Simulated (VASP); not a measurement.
W:

```
CELL_PARAMETERS angstrom
-1.58234 1.58234 1.58234
1.58234 -1.58234 1.58234
1.58234 1.58234 -1.58234
ATOMIC_POSITIONS crystal
W 0.00000 0.00000 0.00000
```

| Quantity | Value |
| --- | --- |
| Program | VASP 6.6.1 |
| Task | relaxation of cell and atoms |
| Functional | PBE |
| Potentials or basis | VASP PAW PBE potentials, release 64 (W_sv) |
| Cutoff | 520 eV |
| k mesh | 18 × 18 × 18 |
| Occupations | gaussian, width 0.1 eV |
| Spin | collinear spin, ferromagnetic start |
| Starting moments | [1] μB |

At the start: pressure 6.2 GPa; volume 15.85 Å³/atom.

Question: Where does the relaxation end?

Answer: Over 4 steps the energy falls by 5.9 meV/atom and the volume is 16.16 Å³/atom (+2.0 %); space group Im-3m (No. 229, to 0.05 Å); moment 0.00 μB per cell.

The path:
```csv
step,energy change (eV),largest force (eV/Å),pressure (GPa),volume (Å³)
1,0.0000,0.0000,6.23,15.85
2,0.0625,0.0000,-18.02,17.30
3,-0.0059,0.0000,-0.17,16.17
4,-0.0059,0.0000,-0.02,16.16
```

Final structure:
```
W
1.0
    -1.59266    1.59266    1.59266
     1.59266   -1.59266    1.59266
     1.59266    1.59266   -1.59266
W
1
Direct
  0.00000 0.00000 0.00000
```
